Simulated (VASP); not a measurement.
The input files of a VASP run:

### KPOINTS
```
kpoints
0
Gamma
11 11 11
0 0 0
```

**INCAR**
```
SIGMA = 0.1   # width (eV)
GGA = PS   # PBEsol
EDIFF = 1E-6   # SCF stop (eV)
ISMEAR = 1
ISIF = 3   # ions, shape and volume
LWAVE = .False.
NELM = 100
PSTRESS = 50
NSW = 40   # most ionic steps
SYSTEM = BeTe
ENCUT = 500
ALGO = Normal   # blocked Davidson
LCHARG = .False.
PREC = Accurate
EDIFFG = -0.02
LREAL = .False.
IBRION = 2   # conjugate gradients
LMAXMIX = 4
LASPH = .True.
```

POSCAR:
```
BeTe
1
    3.3209737906     0.0000000000     0.0000000000
    0.0000000000     3.3209737906     0.0000000000
    0.0000000000     0.0000000000     3.3209737906
Be Te
1 1
Direct
  0.0000000000   0.0000000000   0.0000000000
  0.5000000000   0.5000000000   0.5000000000
```

POTCAR, in this order: Be Te (PBE.64 set). Program: vasp_std.

### Question
Translate this PBEsol calculation to Ansatz.

### Answer
One equivalent input (not run):
Ansatz 0.2 input:
```yaml
crystal:
  lattice:
    - [3.3209738, 0.0000000, 0.0000000]
    - [0.0000000, 3.3209738, 0.0000000]
    - [0.0000000, 0.0000000, 3.3209738]
  atoms:
    - { symbol: Be, position: [0.0000000, 0.0000000, 0.0000000] }
    - { symbol: Te, position: [0.5000000, 0.5000000, 0.5000000] }
kpoints:
  mp_grid: { grid: [11, 11, 11] }
hamiltonian:
  xc: pbesol
  pseudopotentials: { kind: paw }
scf:
  occupations: { method: methfessel_paxton, width: 0.1 }
  max_iter: 100
relax:
  max_steps: 40
  f_tol: 0.02
  cell: { p_target: 5 }
output: { forces: true, stress: true, eigenvalues: true }
```
The two are equivalent in intent, not identical: each code has its own PAW files, so the cut-off isn't converted (ENCUT is set for VASP's; basis.ecutwfc is left out, and Ansatz then takes the one that its files recommend); Ansatz stops its SCF on the density residual and VASP on the energy change (EDIFF).

The structure was generated: BeTe was put into the CsCl type type (Pm-3m), which need not be its known phase. This run relaxes it under an external pressure of 5 GPa. Symmetry was kept, so distortions that lower it aren't found.
